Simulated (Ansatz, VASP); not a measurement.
# Ga2SbP: VASP beside Ansatz

Aim: how closely do two programs agree when they are given the same cell, functional and k mesh? The cell is invented: As first built, before any earlier steps moved the atoms (in the runner's words): Sb for half of the P in the GaP structure of space group P6_3mc. It may not be a known or stable phase. The two relaxations start from unlike cells of this crystal (the structure described is Ansatz's start), so only their ends are compared.

Main program and level: Ansatz 0.2.0; plane waves, with VASP 6.6.1 beside it; relaxation of cell and atoms at PBE.

### 1. Starting point

It takes space group P3m1 (No. 156, trigonal). The conventional cell has a = 4.003 Å, b = 4.003 Å, c = 6.599 Å, α = 90.00°, β = 90.00°, γ = 120.00°. Ga has 3 P at 2.46 Å and 1 Sb at 2.47 Å nearest. Ga has 3 Sb at 2.46 Å and 1 P at 2.47 Å nearest. Nearest to Sb lie 4 Ga at 2.46 to 2.47 Å. Nearest to P lie 4 Ga at 2.46 to 2.47 Å. It derives from GaP. As first built, before any earlier steps moved the atoms (in the runner's words): Sb for half of the P in the GaP structure of space group P6_3mc. Farther neighbours are not listed.

Coordinates:

```xyz
4
Lattice="4.0031 0.0000 0.0000 -2.0016 3.4668 0.0000 0.0000 0.0000 6.5990" Properties=species:S:1:pos:R:3 pbc="T T T"
Ga    2.0016    1.1556    3.2999
Ga    0.0000    2.3112    0.0004
Sb    2.0016    1.1556    5.7672
P     0.0000    2.3112    2.4677
```

### 2. VASP: relaxation of cell and atoms, PBE

The relaxed volume is the usual yardstick between codes: in a stiff, nearly cubic crystal its relative difference is about their pressure difference at one cell divided by the bulk modulus.

Lines of VASP's logs that name or quote its potential files are left out, and so is its time.

The input, INCAR:

```
SYSTEM = Ga2SbP
PREC = Accurate
ENCUT = 500
EDIFF = 1E-07
NELM = 120
ISMEAR = 0
SIGMA = 0.03
LREAL = .FALSE.
ALGO = Normal
GGA = PE
NBANDS = 24
LORBIT = 11
LWAVE = .FALSE.
LCHARG = .FALSE.
ISIF = 3
IBRION = 2
NSW = 80
EDIFFG = -0.005
LASPH = .TRUE.
GGA_COMPAT = .FALSE.
NELMIN = 4
```

The input, POSCAR:

```
Ga2SbP
1.0
    4.1366145585      0.0000000000      0.0000000000
   -2.0683072793      3.5824132860      0.0000000000
    0.0000000000      0.0000000000      6.8278595191
Ga Sb P
2 1 1
Direct
    0.6666667147      0.3333334295      0.4771030525
    0.3333332853      0.6666665705      0.0246033615
    0.6666667147      0.3333334295      0.8715527652
    0.3333332853      0.6666665705      0.3747411288
```

The input, KPOINTS:

```
Automatic mesh
0
Gamma
6 6 4
0 0 0
```

PAW data sets: Ga_d, Sb and P (PBE family, release 64).

On the command line:

```
> mpirun -np 1 vasp_std
```

Numbers of over 12 decimals in the logs are rounded to 6 here.

The program printed:

```text
[banner, memory and clock lines left out]
running    1 mpi-ranks, on    1 nodes
 distrk:  each k-point on    1 cores,    1 groups
 distr:  one band on    1 cores,    1 groups

 POSCAR found type information on POSCAR GaSbP
 POSCAR found :  3 types and       4 ions
 LDA part: xc-table for (Slater+PW92), standard interpolation
 POSCAR, INCAR and KPOINTS ok, starting setup
 FFT: planning ... GRIDC
 FFT: planning ... GRID_SOFT
 FFT: planning ... GRID
 WAVECAR not read
 entering main loop
       N       E                     dE             d eps       ncg     rms          rms(c)
DAV:   1     0.236127997034E+03    0.23613E+03   -0.16626E+04  1152   0.196E+03
DAV:   2     0.855591118432E+01   -0.22757E+03   -0.22122E+03  1280   0.446E+02
DAV:   3    -0.156833105247E+02   -0.24239E+02   -0.23955E+02  1448   0.118E+02
DAV:   4    -0.164026713574E+02   -0.71936E+00   -0.71883E+00  1368   0.228E+01
DAV:   5    -0.164205208295E+02   -0.17849E-01   -0.17843E-01  1560   0.318E+00    0.503E+00
DAV:   6    -0.161277140858E+02    0.29281E+00   -0.55378E-01  1576   0.999E+00    0.307E+00
DAV:   7    -0.160971320951E+02    0.30582E-01   -0.25866E-01  1472   0.314E+00    0.107E+00
DAV:   8    -0.160972558805E+02   -0.12379E-03   -0.42024E-02  1520   0.234E+00    0.192E-01
DAV:   9    -0.160978359632E+02   -0.58008E-03   -0.57540E-03  1512   0.958E-01    0.101E-01
DAV:  10    -0.160980036215E+02   -0.16766E-03   -0.51059E-04  1424   0.200E-01    0.496E-02
DAV:  11    -0.160982582610E+02   -0.25464E-03   -0.25751E-04  1384   0.848E-02    0.152E-02
DAV:  12    -0.160982824968E+02   -0.24236E-04   -0.23779E-05  1496   0.242E-02    0.699E-03
DAV:  13    -0.160982875001E+02   -0.50033E-05   -0.96209E-06  1272   0.146E-02    0.314E-03
DAV:  14    -0.160982875511E+02   -0.50937E-07   -0.42347E-07  1288   0.436E-03
   1 F= -.16098288E+02 E0= -.16098081E+02  d E =-.160983E+02
 curvature:   0.00 expect dE= 0.000E+00 dE for cont linesearch  0.000E+00
 trial: gam= 0.00000 g(F)=  0.635E-06 g(S)=  0.213E-04 ort = 0.000E+00 (trialstep = 0.100E+01)
 search vector abs. value=  0.220E-04
 bond charge predicted
       N       E                     dE             d eps       ncg     rms          rms(c)
DAV:   1    -0.160985221622E+02   -0.23466E-03   -0.33461E-03  1504   0.843E-01    0.880E-02
DAV:   2    -0.160983484774E+02    0.17368E-03   -0.45060E-04  1512   0.330E-01    0.412E-02
DAV:   3    -0.160983013279E+02    0.47149E-04   -0.74611E-05  1656   0.115E-01    0.816E-03
DAV:   4    -0.160982969464E+02    0.43816E-05   -0.11515E-05  1368   0.373E-02    0.333E-03
DAV:   5    -0.160982961050E+02    0.84140E-06   -0.78755E-07  1640   0.907E-03    0.113E-03
DAV:   6    -0.160982959933E+02    0.11167E-06   -0.14867E-07   744   0.502E-03    0.530E-04
DAV:   7    -0.160982959665E+02    0.26746E-07   -0.24041E-08   672   0.177E-03
   2 F= -.16098296E+02 E0= -.16098088E+02  d E =-.841549E-05
 trial-energy change:   -0.000008  1 .order   -0.000008   -0.000022    0.000005
 step:   0.8080(harm=  0.8080)  dis= 0.00007  next Energy=   -16.098296 (dE=-0.887E-05)
 reached required accuracy - stopping structural energy minimisation
```

Parts of OUTCAR (step 2):

```text
ion  position               nearest neighbor table
   1  0.667  0.333  0.477-   4 2.49   4 2.49   4 2.49   3 2.69
   2  0.333  0.667  0.025-   4 2.39   3 2.61   3 2.61   3 2.61
   3  0.667  0.333  0.872-   2 2.61   2 2.61   2 2.61   1 2.69
   4  0.333  0.667  0.375-   2 2.39   1 2.49   1 2.49   1 2.49

  LATTYP: Found a hexagonal cell.
 ALAT       =     4.1366145585
 C/A-ratio  =     1.6505911833

 Subroutine GETGRP returns: Found  6 space group operations
 (whereof  6 operations were pure point group operations)

The static configuration has the point symmetry C_3v.

 Found     24 irreducible k-points:

   k-points           NKPTS =     24   k-points in BZ     NKDIM =     24   number of bands    NBANDS=     24

   dimension x,y,z NGX =    30 NGY =   30 NGZ =   50
   dimension x,y,z NGXF=    60 NGYF=   60 NGZF=  100

   ENCUT  =  500.0 eV  36.75 Ry    6.06 a.u.   7.54  7.54 12.45*2*pi/ulx,y,z

   NELECT =      36.0000    total number of electrons

 k-points in reciprocal lattice and weights: Automatic mesh
   0.00000000  0.00000000  0.00000000       0.007
   0.16666667  0.00000000  0.00000000       0.042
   0.33333333  0.00000000  0.00000000       0.042
   0.50000000  0.00000000  0.00000000       0.021
   0.16666667  0.16666667  0.00000000       0.042
   0.33333333  0.16666667  0.00000000       0.083
   0.33333333  0.33333333  0.00000000       0.014
   0.00000000  0.00000000  0.25000000       0.014
   0.16666667  0.00000000  0.25000000       0.042
[...]
0.33333333  0.16666667  0.50000000       0.083
   0.33333333  0.33333333  0.50000000       0.014

 average (electrostatic) potential at core
       1 -66.1302       2 -65.7178       3 -87.5977       4 -84.2014

 E-fermi :   4.8193

 k-point     1 :       0.0000    0.0000    0.0000
  band No.  band energies     occupation
    ...
     13      -1.9107      2.00000
     14       2.9147      2.00000
     15       2.9147      2.00000
     16       4.1290      2.00000
     17       4.2202      2.00000
     18       4.9634      0.00000
     19       4.9634      0.00000
     20       5.8587      0.00000
     21       7.5140      0.00000
     22       7.5140      0.00000
    ...

 k-point     2 :       0.1667    0.0000    0.0000
  band No.  band energies     occupation
    ...
     14       1.3087      2.00000
     15       2.5399      2.00000
     16       2.7347      2.00000
     17       3.8415      2.00000
     18       4.5165      2.00000
     19       5.5367      0.00000
     20       6.6639      0.00000
     21       7.7206      0.00000
     22       8.0620      0.00000
     23       8.5179      0.00000
    ...

 k-point     3 :       0.3333    0.0000    0.0000
  band No.  band energies     occupation
    ...
     14      -0.0179      2.00000
     15       0.7015      2.00000
     16       1.9712      2.00000
     17       2.8882      2.00000
     18       3.8555      2.00000
     19       5.6273      0.00000
     20       6.7462      0.00000
     21       8.1868      0.00000
     22       8.5817      0.00000
     23       8.8104      0.00000
    ...

  Total       -0.0053098     -0.0053098     -0.0082793      0.0000000      0.0000000     -0.0000000
  in kB       -0.0840038     -0.0840038     -0.1309832      0.0000000      0.0000000     -0.0000000
  external PRESSURE =      -0.0996636 kB  Pullay stress =       0.0000000 kB

  energy-cutoff  :      500.00
  volume of cell :      101.27
      direct lattice vectors                 reciprocal lattice vectors
     4.137814215 -0.000000000 -0.000000000     0.241673489  0.139530254 -0.000000000
    -2.068907107  3.583452219  0.000000000     0.000000000  0.279060509 -0.000000000
     0.000000000  0.000000000  6.829895843     0.000000000  0.000000000  0.146415117

 POSITION                                       TOTAL-FORCE (eV/Angst)
 -----------------------------------------------------------------------------------
      2.06891      1.19448      3.25866         0.000000      0.000000      0.001318
      0.00000      2.38897      0.16789        -0.000000     -0.000000     -0.001567
      2.06891      1.19448      5.95263         0.000000      0.000000      0.001814
      0.00000      2.38897      2.55948        -0.000000      0.000000     -0.001564
 -----------------------------------------------------------------------------------
    total drift:                               -0.000000      0.000041      0.000080

  FREE ENERGIE OF THE ION-ELECTRON SYSTEM (eV)
  ---------------------------------------------------
  free  energy   TOTEN  =       -16.0982959665 eV

  energy  without entropy=      -16.0978793044  energy(sigma->0) =      -16.09808764

 reached required accuracy - stopping structural energy minimisation

 total charge
# of ion       s       p       d       tot
------------------------------------------
    1        0.878   0.687   9.977  11.543
    2        0.893   0.816   9.978  11.687
    3        1.123   1.373   0.028   2.525
    4        1.039   1.433   0.000   2.472
--------------------------------------------------
tot          3.933   4.309  19.984  28.226

[... 3 further parts left out ...]
```

CONTCAR:

```
Ga2SbP
   1.00000000000000
     4.1378142147034200   -0.0000000000000168   -0.0000000000000000
    -2.0689071074017393    3.5834522187416047    0.0000000000000000
     0.0000000000000000    0.0000000000000000    6.8298958433930261
  Ga              Sb              P
     2     1     1
Direct
     0.6666667146999998    0.3333334295000014    0.4771163806768988
     0.3333332853000002    0.6666665704999986    0.0245822111599706
     0.6666667146999998    0.3333334295000014    0.8715557082262189
     0.3333332853000002    0.6666665704999986    0.3747460079369064
```

The k-mesh is coarse for a metal.

### 3. Ansatz: relaxation of cell and atoms, PBE

Ansatz runs on its default PAW (the set named soft_2) files.

Its own start cell and the same functional, mesh and smearing now go to Ansatz, which takes its cutoff from its data sets.

The input, input.yaml:

```yaml
crystal:
  lattice:
    - [4.0031320007, 0.0, 0.0]
    - [-2.0015660004, 3.4668140073, 0.0]
    - [0.0, 0.0, 6.5990163339]
  atoms:
    - { symbol: Ga, position: [0.6666666667, 0.3333333333, 0.50005449] }
    - { symbol: Ga, position: [0.3333333333, 0.6666666667, 5.449e-05] }
    - { symbol: Sb, position: [0.6666666667, 0.3333333333, 0.87394551] }
    - { symbol: P, position: [0.3333333333, 0.6666666667, 0.37394551] }
kpoints:
  mp_grid: { grid: [6, 6, 4] }
scf:
  occupations: { method: gaussian, width: 0.03 }
hamiltonian:
  xc: pbe
output:
  forces: true
  stress: true
relax:
  f_tol: 0.02
  max_steps: 60
  cell: {}
```

On the command line:

```
> ansatz run input.yaml --threads 2 --pin off --max-ram 4096MiB --backend cpu --events-out ev --progress --plain --runs-dir out
```

The program printed:

```text
Engine: ansatz 0.2.0, aarch64-unknown-linux-gnu
Pseudopotentials: kind: paw
Pseudopotential: Ga, paw, valence charge 13, recommended cutoff 420 eV (normal), Ga.paw.azcp
Pseudopotential: Sb, paw, valence charge 15, recommended cutoff 420 eV (normal), Sb.paw.azcp
Pseudopotential: P, paw, valence charge 5, recommended cutoff 420 eV (normal), P.paw.azcp
Functional definition: PBE
  parameter kappa = 0.804
  parameter beta = 0.066725
  exchange = pbe_x(kappa = kappa, mu = beta*pi^2/3)
  correlation = pbe_c(beta = beta)
Crystal: 4 atoms, lattice volume = 91.582 Å³
Basis set: ecut = 420 eV, 1787 PW (Γ), exchange–correlation on 54×54×90 points (8 copies of the dense FFT grid, shifted against one another)
Bands: 28, of which v1, the nominal top of the filled ones, is band 23 counted from 1 (22 counted from 0)
Symmetry: 6 space group operations
Space group: P3m1 (ITA 156), of the structure as read, at distance tolerance 4.5e-5 Å
k-points: 24 of 144 (time reversal used)
Non-local potential: Ga, projectors of the file, l = 0: 2, l = 1: 2, l = 2: 3, l = 3: 1
Non-local potential: Sb, projectors of the file, l = 0: 2, l = 1: 2, l = 2: 2, l = 3: 2
Non-local potential: P, projectors of the file, l = 0: 2, l = 1: 2, l = 2: 2
PAW form: soft (Blöchl's): semilocal exchange-correlation on the pseudo side does not see the compensation charge
PAW one-centre angular grid: Ga, 590 points (default); XC on 64 Gauss nodes
PAW one-centre angular grid: Sb, 590 points (default); XC on 64 Gauss nodes
PAW one-centre angular grid: P, 110 points (default); XC on 64 Gauss nodes
Initial density: superposition of atomic densities (neutral atoms: chi_scale 0, normalization atom), corrected by the library's trained network
Initial wavefunctions: pseudopotential atomic-orbital guess
Functional: x = pbe(κ = 0.804, μ = 0.219515), c = pbe(β = 0.066725)
SCF iter   1: F=—  HF=-14806.492187 eV  |F-HF|=—  |Δ(HF+E_count)|=         —  Δρ=1.75e-3  dr2=6.57e-3  ethr=1.77e-3  ⟨swp⟩=7.2  Hψ=3233  notcnv=0
preconditioner: auto → Resta (q_TF=auto, 2.432 Å⁻¹)  ε∞=3.7  [insulator: Δε(μ)=0.336 eV  Ē_g=14.091 eV  σ=0.030 eV  W_gap=1.00  n_scr=22 (ndim 8)  ℏωp=23.3 eV  f_vac=0.041  D(μ)=0.00/eV (n_scr^D=0)  ε∞_Penn≈3.7]
SCF iter   2: F=—  HF=-14806.487534 eV  |F-HF|=—  |Δ(HF+E_count)|=   4.65e-3  Δρ=8.95e-4  dr2=1.36e-3  ethr=1.43e-5  ⟨swp⟩=2.2  Hψ=1502  notcnv=0  defer=12
SCF iter   3: F=—  HF=-14806.487364 eV  |F-HF|=—  |Δ(HF+E_count)|=   1.70e-4  Δρ=4.31e-4  dr2=2.21e-4  ethr=2.95e-6  ⟨swp⟩=2.0  Hψ=1080  notcnv=0  defer=12
SCF iter   4: F=—  HF=-14806.487322 eV  |F-HF|=—  |Δ(HF+E_count)|=   4.17e-5  Δρ=1.72e-4  dr2=3.73e-5  ethr=4.81e-7  ⟨swp⟩=2.0  Hψ=1080  notcnv=0  defer=12
SCF iter   5: F=—  HF=-14806.487347 eV  |F-HF|=—  |Δ(HF+E_count)|=   2.49e-5  Δρ=7.16e-5  dr2=7.12e-6  ethr=8.11e-8  ⟨swp⟩=2.0  Hψ=831  notcnv=0  defer=13
SCF iter   6: F=—  HF=-14806.487355 eV  |F-HF|=—  |Δ(HF+E_count)|=   7.79e-6  Δρ=2.26e-5  dr2=7.46e-7  ethr=1.55e-8  ⟨swp⟩=2.5  Hψ=1034  notcnv=0  defer=13
SCF iter   7: F=-14806.487356 eV  HF=-14806.487356 eV  |F-HF|=7.48e-8  |Δ(HF+E_count)|=   8.77e-7  Δρ=9.58e-6  dr2=6.62e-8  ethr=2.17e-10  ⟨swp⟩=4.0  Hψ=2902  notcnv=0
SCF 1 converged in 7 iterations: F = -14806.487356 eV  dr2 = 6.62e-8
  greatest PAW one-centre occupation: 0.996 electrons in one spin orbital (limit 2), on the Sb atom at site 2 (counted from 0), in its partial waves of l = 2
relax step   1: F+E_penalty+E_count = -14806.48735564 eV  Δ(F+E_penalty+E_count) = +0.000e0 eV  max|allowed force component| = 2.023e0 eV/Å  Δτ_max = 0.0000 Å  P = +8.434 GPa  Ω = 91.582 Å³  (7 SCF iters, dr2 threshold 1.00e-7 eV, accepted)
[...]
relax step   3: F+E_penalty+E_count = -14806.99567881 eV  Δ(F+E_penalty+E_count) = -1.290e-2 eV  max|allowed force component| = 8.973e-2 eV/Å  Δτ_max = 0.0331 Å  P = -0.179 GPa  Ω = 101.463 Å³  energy of the carried Pulay correction = -2.316e-3 eV  (6 SCF iters, dr2 threshold 4.00e-7 eV, accepted)
[...]
relax step   4: F+E_penalty+E_count = -14806.99651601 eV  Δ(F+E_penalty+E_count) = -8.372e-4 eV  max|allowed force component| = 1.914e-2 eV/Å  Δτ_max = 0.0077 Å  P = -0.041 GPa  Ω = 101.204 Å³  energy of the carried Pulay correction = -2.258e-3 eV  (5 SCF iters, dr2 threshold 4.00e-7 eV, accepted)
[...]
relax step   5: F+E_penalty+E_count = -14806.99657644 eV  Δ(F+E_penalty+E_count) = -6.043e-5 eV  max|allowed force component| = 9.057e-3 eV/Å  Δτ_max = 0.0016 Å  P = +0.011 GPa  Ω = 101.134 Å³  energy of the carried Pulay correction = -2.243e-3 eV  (5 SCF iters, dr2 threshold 5.08e-8 eV, accepted)
[...]
relax step   6: F+E_penalty+E_count = -14806.99891580 eV  Δ(F+E_penalty+E_count) = -2.339e-3 eV  max|allowed force component| = 9.296e-3 eV/Å  Δτ_max = 0.0000 Å  P = +0.017 GPa  Ω = 101.134 Å³  stress off target by 3.87e-2 GPa  SCF on the basis re-selected at this cell (its energy is not comparable with the rows above)  (8 SCF iters)
basis re-selected at this cell: Δ(F+E_penalty+E_count) = -2.339e-3 eV, ΔP = +0.006 GPa vs the last step (what re-selecting the basis moved, of the pressure what is left beyond the Pulay correction that the steps carried, after the strain that the cell walked since its last selection, with what the two solves' SCF thresholds leave and, on support functions, any second-order correction that the steps lacked; it is no measure of the basis error at this ecutwfc). The dense FFT grid was sized anew with the basis: this SCF ran on 30×30×48 points, the steps before it on 27×27×45, so part of this shift can come from that change (see relax.cell in the input reference). [rest of the remark cut]
SCF converged after 8 iterations
Free energy (F): -14806.998916 eV
Harris-Foulkes:  -14806.998916 eV  (|F-HF|=1.46e-11)
Internal energy: -14806.998539 eV  (E = F + TS)
E sigma→0 (E₀):  -14806.998727 eV
Entropy (-TS):   -0.000377 eV (-0.094 meV/atom)
Fermi energy:    7.403115 eV
--- Per-component energies (eV) ---
  E_band       = -333.775252
  E_kinetic    = 506.837043
  E_local      = -6301.579589  (includes V_loc(G=0)·N_el)
  E_nonlocal   = 1246.067542
  E_hartree    = 2906.576946
  E_xc         = -336.754174
  E_vxc        = -271.222768  (∫ρ·V_xc dr)
  E_paw        = -9123.730156  (= ΣΔE_a)
  E_vpaw       = -1327.031094  (= ΣTr[D̂ρ^β])
  E_aug_tail   = -0.000233  (compensation charges beyond the density's cutoff)
  E_ewald      = -3704.415917
  E_smearing   = -0.000377  (= −TS)
  E_closure    = -0.000000  (closes the sum)
  Σ components = -14806.998916   (vs F -14806.998916, Δ=0.00e0)
--- Forces (eV/Å), atoms counted from 1 ---
  atom   1  Ga     0.00000000    -0.00000000    -0.00473706
  atom   2  Ga     0.00000000     0.00000000     0.00929621
  atom   3  Sb     0.00000000    -0.00000000    -0.00814122
  atom   4  P      0.00000000     0.00000000     0.00358254
  max |Σ_I F_I| component: 4.67e-7 eV/Å
--- Stress (GPa, compression-positive) ---
        0.006273       0.000000      -0.000000
        0.000000       0.006273      -0.000000
       -0.000000      -0.000000       0.038662
  P = ⅓ Tr σ = 0.0171 GPa (0.171 kbar)
--- Relaxed structure (5 steps of the walk, 5 accepted, 1 SCFs on fresh bases) ---
  F+E_penalty+E_count = -14806.99891580 eV   max|allowed force component| = 9.296e-3 eV/Å   (the final SCF, on the basis selected at the relaxed cell)
  cell:  # Å, volume = 101.1343 Å³
    - [4.136646, 2.983026882421026e-11, 0]
    - [-2.068323, 3.582440, 0]
    - [0, 0, 6.824503]
  atoms:
    - { symbol: Ga, position: [0.666667, 0.333333, 0.477310] }
    - { symbol: Ga, position: [0.333333, 0.666667, 0.024287] }
    - { symbol: Sb, position: [0.666667, 0.333333, 0.871700] }
    - { symbol: P, position: [0.333333, 0.666667, 0.374703] }
```

Reading the cycles: dr2 is the Hartree energy of the density residual (eV), the measure of convergence; HF is the Harris–Foulkes estimate of the energy, which meets the free energy F at convergence.

### 4. Comparison

Known differences besides the potentials themselves: the data sets hold 46 valence electrons in Ansatz (on its default PAW (the set named soft_2) files) and 36 in VASP; the cutoff is 420 eV in Ansatz and 500 eV in VASP; Ansatz adds a Pulay correction to the stress that steers its cell, VASP none. Total energies have different zeros and are not compared.

Both answers:

```csv
quantity,Ansatz,VASP,difference
volume (Å³),101.13,101.27,-0.14 %
"edge a after relaxation, in the typed setting (Å)",4.137,4.138,-0.03 %
"edge c after relaxation, in the typed setting (Å)",6.824,6.830,-0.08 %
```

### 5. Results

| Quantity | Value |
| --- | --- |
| difference in volume (relaxation of cell and atoms, PBE) | -0.14 % |

In words: The difference in volume is -0.14 % (relaxation of cell and atoms, PBE), within the 1.2 % picked in this series as the mark of a large difference, as far as the stopping tolerances let one tell. The data sets hold unlike numbers of valence electrons (46 in Ansatz and 36 in VASP), so part of the differences comes from the potentials. How closely two codes agree says nothing of how well the functional describes the real material.

[Lines on the potential files, build, host, timing and source positions are cut from VASP's logs without a mark.]

[Logs are printed without paths, hosts, clocks, repeated set-up lines and the standing remarks that a program may print on its own settings, such as how far it seeks lower states.]

[Hosts, paths, dates, database ids (printed as entryN), source tags and the programs' standing remarks are cut or masked in the printed files.]
